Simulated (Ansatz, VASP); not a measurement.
# Cross-check of TiB2 between VASP and Ansatz, part 2 of 2

Wanted: the spread between two codes on one cell, functional and k mesh. The cell is taken from a series of VASP runs on this material, whose earlier steps may have relaxed, scaled or displaced it; both programs get it as it stands.

VASP 6.6.1 and Ansatz 0.2.0.

So far. Step 2 (VASP: band structure, PBE): The run ends at a pressure of 0.00 GPa.

## Step 6: VASP: electric field gradients, PBE

Level of this step: PBE; plane waves and PAW (Ti_sv, B) (VASP).

Field gradients test the density near the nuclei, where the PAW reconstruction matters most.

The input, INCAR:

```
SYSTEM = TiB2
PREC = Accurate
ENCUT = 420
EDIFF = 1E-07
NELM = 100
ISMEAR = 0
SIGMA = 0.05
LREAL = .FALSE.
ALGO = Normal
GGA = PE
NBANDS = 15
LASPH = .TRUE.
LORBIT = 11
LWAVE = .FALSE.
LCHARG = .FALSE.
KPAR = 2
LEFG = .TRUE.
```

The input, POSCAR:

```
TiB2
1.0
    3.0341688589      0.0000000000      0.0000000000
   -1.5170844294      2.6276673111      0.0000000000
    0.0000000000      0.0000000000      3.2178845097
Ti B
1 2
Direct
    0.0000000000      0.0000000000      0.0000000000
    0.3333333333      0.6666666667      0.5000000000
    0.6666666667      0.3333333333      0.5000000000
```

The input, KPOINTS:

```
Automatic mesh
0
Gamma
7 7 6
0 0 0
```

Potentials, in the order of the species: Ti_sv and B (PBE family, release 64).

Started as:

```
$ mpirun -np 2 vasp_std
```

Numbers of over 12 decimals in the logs are rounded to 6 here.

What it wrote:

```text
[... set-up lines as in an earlier step ...]
 entering main loop
       N       E                     dE             d eps       ncg     rms          rms(c)
DAV:   1     0.109484375286E+03    0.10948E+03   -0.80021E+03   967   0.119E+03
DAV:   2    -0.231058507873E+02   -0.13259E+03   -0.12775E+03  1037   0.327E+02
DAV:   3    -0.293739230451E+02   -0.62681E+01   -0.62308E+01  1341   0.724E+01
DAV:   4    -0.295420722493E+02   -0.16815E+00   -0.16807E+00  1230   0.102E+01
[...]
DAV:  12    -0.244208196467E+02    0.15760E-04   -0.91415E-05  1080   0.125E-01    0.746E-03
DAV:  13    -0.244208191678E+02    0.47886E-06   -0.49132E-06  1185   0.241E-02    0.231E-03
DAV:  14    -0.244208190969E+02    0.70886E-07   -0.28226E-07  1065   0.517E-03
ion   1
     0.0000000     0.0000000    -0.0000000    -0.9614718     0.0000000     0.0000000
     0.0000422     0.0000000    -0.0000000    -0.9614718     0.0000000     0.0000000
     0.0000581     0.0000000    -0.0000000    -0.9614719     0.0000000     0.0000000
     0.0000800     0.0000000    -0.0000000    -0.9614719     0.0000000     0.0000000
[...]
0.0000000     0.0000000    -0.0000000    -5.9443115    -0.0000000     0.0000000
     0.0000257     0.0000000    -0.0000000    -5.9443114    -0.0000000     0.0000000
     0.0000354     0.0000000    -0.0000000    -5.9443112    -0.0000000     0.0000000
     0.0000487     0.0000000    -0.0000000    -5.9443110    -0.0000000     0.0000000
     0.0000671     0.0000000    -0.0000000    -5.9443106    -0.0000000     0.0000000

ion   3
     0.0000000     0.0000000    -0.0000000    -4.5679446    -0.0000000     0.0000000
     0.0000257     0.0000000    -0.0000000    -4.5679446    -0.0000000     0.0000000
     0.0000354     0.0000000    -0.0000000    -4.5679446    -0.0000000     0.0000000
     0.0000487     0.0000000    -0.0000000    -4.5679446    -0.0000000     0.0000000
     0.0000671     0.0000000    -0.0000000    -4.5679445    -0.0000000     0.0000000

     0.0000000     0.0000000    -0.0000000    -5.9443115    -0.0000000     0.0000000
     0.0000257     0.0000000    -0.0000000    -5.9443114    -0.0000000     0.0000000
     0.0000354     0.0000000    -0.0000000    -5.9443112    -0.0000000     0.0000000
     0.0000487     0.0000000    -0.0000000    -5.9443110    -0.0000000     0.0000000
     0.0000671     0.0000000    -0.0000000    -5.9443106    -0.0000000     0.0000000

   1 F= -.24420819E+02 E0= -.24420595E+02  d E =-.447207E-03
```

Parts of OUTCAR (step 6):

```text
  Total       -0.0001367     -0.0001367      0.0029901     -0.0000000      0.0000000      0.0000000
  in kB       -0.0085379     -0.0085379      0.1867289     -0.0000000      0.0000000      0.0000000
  external PRESSURE =       0.0565510 kB  Pullay stress =       0.0000000 kB

  FREE ENERGIE OF THE ION-ELECTRON SYSTEM (eV)
  ---------------------------------------------------
  free  energy   TOTEN  =       -24.4208190969 eV

  energy  without entropy=      -24.4203718902  energy(sigma->0) =      -24.42059549

[... 2 parts as in an earlier step ...]

[... 2 further parts left out ...]
[key lines of the parts left out:]
E-fermi :   9.9642
```

The run ends at a pressure of 0.01 GPa.

## Step 7: Ansatz: electric field gradients, PBE

The same cell, functional, mesh and smearing now go to Ansatz, which takes its cutoff from its data sets.

The cell is taken from a series of VASP runs on this material, whose earlier steps may have relaxed, scaled or displaced it; both programs get it as it stands.

The input, input.yaml:

```yaml
crystal:
  lattice:
    - [3.0341688589, 0.0, 0.0]
    - [-1.5170844294, 2.6276673111, 0.0]
    - [0.0, 0.0, 3.2178845097]
  atoms:
    - { symbol: Ti, position: [0.0, 0.0, 0.0] }
    - { symbol: B, position: [0.3333333333, 0.6666666667, 0.5] }
    - { symbol: B, position: [0.6666666667, 0.3333333333, 0.5] }
hamiltonian:
  xc: pbe
  pseudopotentials: { kind: paw }
kpoints:
  mp_grid: { grid: [7, 7, 6] }
scf:
  occupations: { method: gaussian, width: 0.05 }
  n_extra_bands: 4
output:
  forces: true
  stress: true
  eigenvalues: true
  efg: {}
```

Started as:

```
$ ansatz run input.yaml --threads 2 --pin off --max-ram 4608MiB --backend cpu --events-out ev --progress --plain --runs-dir out
```

What it wrote:

```text
[...]
Crystal: 3 atoms, lattice volume = 25.656 Å³
Basis set: ecut = 420 eV, 503 PW (Γ), exchange–correlation on 48×48×48 points (8 copies of the dense FFT grid, shifted against one another)
Bands: 13, of which v1, the nominal top of the filled ones, is band 9 counted from 1 (8 counted from 0)
Symmetry: 24 space group operations
[...]
k-points: 32 of 294
[...]
--- Band table (eV; the first three rows and the last of 32) ---
  k-point 0: bands = [... 5 lower, 12.5340, 12.5340, 12.8957, 13.0674, 17.0699, 17.0699, 18.8538, 18.8538]
  k-point 1: bands = [... 5 lower, 10.7792, 12.8271, 12.8271, 14.8245, 16.3077, 16.3077, 18.2373, 18.2373]
  k-point 2: bands = [... 5 lower, 8.6483, 13.6655, 13.6655, 15.3335, 15.3335, 16.2407, 16.8110, 16.8110]
  k-point 31: bands = [... 5 lower, 7.3643, 9.6107, 11.6397, 12.1765, 17.6828, 18.8796, 19.1814, 19.6221]
[key lines of the parts left out:]
SCF converged after 6 iterations
Free energy (F): -2814.689906 eV
Fermi energy:    15.135878 eV
P = ⅓ Tr σ = 0.0558 GPa (0.558 kbar)
```

Elapsed: 1.5 s, on 2 threads of Arm Neoverse N1, shared host; peak memory 0.29 GiB.

The run ends at a pressure of 0.06 GPa.

## Step 8: Side by side

What differs besides the data sets and the points named for the pairs above, as far as they apply: Ansatz adds the response of the frozen cores to the gradients, VASP leaves it out. Total energies have different zeros and are not compared.

The two programs side by side:

```
                                        quantity  Ansatz  VASP  difference
                                  pressure (GPa)    0.06  0.01       +0.05
pressure without Ansatz's Pulay correction (GPa)   -0.17  0.01       -0.17
                               Vzz at Ti1 (V/Å²)    19.5  17.3        +2.3
                                Vzz at B2 (V/Å²)     3.2   4.9        -1.7
                                Vzz at B3 (V/Å²)     3.2   4.9        -1.7
```

Ansatz's pressure holds a Pulay correction of 0.22 GPa; VASP's holds none.

## Step 9: Other set-ups

Further runs change the set-up of one program: Ansatz's method, potentials or start, or VASP's data sets, cutoff or form of LDA. The table gives Ansatz less VASP for each quantity, since a change that brings one quantity closer may part another.

| run | pressure (GPa) | Vzz at Ti1 (V/Å²) | Vzz at B2 (V/Å²) | Vzz at B3 (V/Å²) | pressure without Ansatz's Pulay correction (GPa) |
| --- | --- | --- | --- | --- | --- |
| as above | 0.050 | 2.3 | -1.7 | -1.7 | -0.17 |
| cores kept as stored | 0.050 | 1.8 | -1.6 | -1.6 | -0.17 |
| Ansatz's larger PAW set (cutoff 910 eV) | 0.054 | 2.7 | -0.45 | -0.45 |  |

## Step 10: Results

```yaml
r_m_s_difference_of_levels_near_the_fermi_level_band_structure_pbe: 3.9 meV
difference_in_vzz_at_ti1_electric_field_gradients_pbe: 2.3 V/Å²
```

In words: The r.m.s. difference of levels near the Fermi level is 3.9 meV (band structure, PBE), within the 80 meV picked in this series as the mark of a large difference. For band structure, PBE, no further run moves any of the tabulated differences by more than a quarter of its size. Electric field gradients, PBE, Ansatz's larger PAW set (cutoff 910 eV): the difference in Vzz at B2 goes from -1.7 to -0.45 V/Å²; the difference in Vzz at B3 goes from -1.7 to -0.45 V/Å². 1 further run of this series is not shown here. Such differences can come from data sets, numerical settings and the points named under the comparisons, not from the functional's error against experiment.

[Lines on the potential files, build, host, timing and source positions are cut from VASP's logs without a mark.]

[Logs are printed without paths, hosts, clocks, repeated set-up lines and the standing remarks that a program may print on its own settings, such as how far it seeks lower states.]

[Hosts, paths, dates, database ids (printed as entryN), source tags and the programs' standing remarks are cut or masked in the printed files.]
